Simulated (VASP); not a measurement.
A convergence study with VASP on BP (zinc blende): one setting is varied, all else stays as given below, so the limit is that of these other settings. Each run relaxes cell and ions from the cell shown. The basis is that of the starting cell, so low cut-offs carry a Pulay error.

```
CELL_PARAMETERS angstrom
      0.00000     2.27000     2.27000
      2.27000     0.00000     2.27000
      2.27000     2.27000     0.00000
ATOMIC_POSITIONS crystal
  B  0.00000 0.00000 0.00000
  P  0.25000 0.25000 0.25000
```

Level of theory: LDA (Ceperley-Alder, Perdew-Zunger), VASP's LDA PAW potentials (set 64) (plane waves; VASP). The tightest run used: 800 eV cut-off, 8×8×8 Γ-centred mesh, Gaussian smearing of 0.050 eV, potentials B P.

Gaps are read on the run's mesh, which can miss a band edge.

### Question
The settings run are ENCUT = 250; ENCUT = 300; ENCUT = 350; ENCUT = 400; ENCUT = 450; ENCUT = 500; ENCUT = 550; ENCUT = 600; ENCUT = 650; ENCUT = 700; ENCUT = 750; ENCUT = 800. From which on does the relaxed volume stay within 0.02 Å³/atom of the tightest run?…

### Answer
From ENCUT = 350 on: it is off by 0.013 there and by no more than 0.02 in any finer run, while ENCUT = 300 is off by 0.064.
| setting | relaxed volume (Å³/atom) | E (eV/atom) | gap on the mesh (eV) | plane waves | difference judged (Å³/atom) |
|---|---|---|---|---|---|
| ENCUT = 250 | 11.106 | -7.1660 | 1.138 | 222 | 0.210 |
| ENCUT = 300 | 11.251 | -7.1922 | 1.174 | 290 | 0.064 |
| ENCUT = 350 | 11.303 | -7.1978 | 1.183 | 360 | 0.013 |
| ENCUT = 400 | 11.315 | -7.1986 | 1.184 | 444 | 0.000 |
| ENCUT = 450 | 11.315 | -7.1985 | 1.184 | 531 | 0.001 |
| ENCUT = 500 | 11.314 | -7.1987 | 1.184 | 609 | 0.002 |
| ENCUT = 550 | 11.313 | -7.1992 | 1.184 | 701 | 0.003 |
| ENCUT = 600 | 11.314 | -7.1997 | 1.184 | 799 | 0.002 |
| ENCUT = 650 | 11.315 | -7.1999 | 1.184 | 899 | 0.001 |
| ENCUT = 700 | 11.316 | -7.1999 | 1.184 | 995 | 0.000 |
| ENCUT = 750 | 11.316 | -7.2000 | 1.184 | 1106 | 0.000 |
| ENCUT = 800 | 11.316 | -7.2000 | 1.184 | 1243 | 0.000 |

Left out are rungs that failed or repeat a setting and relaxations that didn't move; long series are thinned to 24 rows.

The compound is BP in the zinc blende structure.
